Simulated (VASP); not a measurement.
OSZICAR of a VASP run on CrO₂ (rutile):

File OSZICAR:
```
       N       E                     dE             d eps       ncg     rms          rms(c)
DAV:   1     0.663233782160E+03    0.66323E+03   -0.29421E+04  7200   0.205E+03
DAV:   2     0.122396441558E+02   -0.65099E+03   -0.61148E+03  7714   0.567E+02
DAV:   3    -0.655974740432E+02   -0.77837E+02   -0.75928E+02  8786   0.186E+02
DAV:   4    -0.678031414249E+02   -0.22057E+01   -0.21087E+01  8410   0.306E+01
DAV:   5    -0.678551898893E+02   -0.52048E-01   -0.51907E-01  8834   0.474E+00    0.460E+01
DAV:   6    -0.590297790183E+02    0.88254E+01   -0.13917E+02  8316   0.103E+02    0.321E+01
DAV:   7    -0.550886969920E+02    0.39411E+01   -0.84790E+01  8628   0.943E+01    0.201E+01
DAV:   8    -0.531809560440E+02    0.19077E+01   -0.62990E+00  8130   0.242E+01    0.647E+00
DAV:   9    -0.529847532548E+02    0.19620E+00   -0.14534E+00  9620   0.109E+01    0.206E+00
DAV:  10    -0.529845556207E+02    0.19763E-03   -0.16075E-01  8022   0.393E+00    0.113E+00
DAV:  11    -0.529848220385E+02   -0.26642E-03   -0.11992E-02  9780   0.934E-01    0.500E-01
DAV:  12    -0.529843800215E+02    0.44202E-03   -0.24062E-03  9446   0.508E-01    0.227E-01
DAV:  13    -0.529843452077E+02    0.34814E-04   -0.59958E-04  9114   0.254E-01    0.814E-02
DAV:  14    -0.529843173133E+02    0.27894E-04   -0.10106E-04  9212   0.788E-02    0.357E-02
DAV:  15    -0.529843170725E+02    0.24083E-06   -0.19251E-05  9544   0.379E-02    0.133E-02
DAV:  16    -0.529843170920E+02   -0.19527E-07   -0.19123E-06  5446   0.112E-02
   1 F= -.49628566E+02 E0= -.49628246E+02  d E =-.496286E+02  mag=     3.9999
```

### Question
Which electronic solver shows in the log?

### Answer
It is blocked Davidson (ALGO = Normal, or the opening steps of other solvers). The INCAR had ALGO = Normal.

### Question
How was spin treated?

### Answer
Collinear spin (ISPIN = 2): the summary line carries one mag value, 4.00 μB in the cell.

### Question
Can the final energy be trusted as converged?

### Answer
The calculation finished and met its thresholds. It stopped with EDIFF = 1E-6, NELM = 100, NSW = 40 and EDIFFG = -0.02 after 1 ionic step (PBEsol GGA, plane waves, VASP's PBE PAW potentials (set 64)).

The compound is CrO2 in the rutile structure. It was relaxed first under an external pressure of 10 GPa.
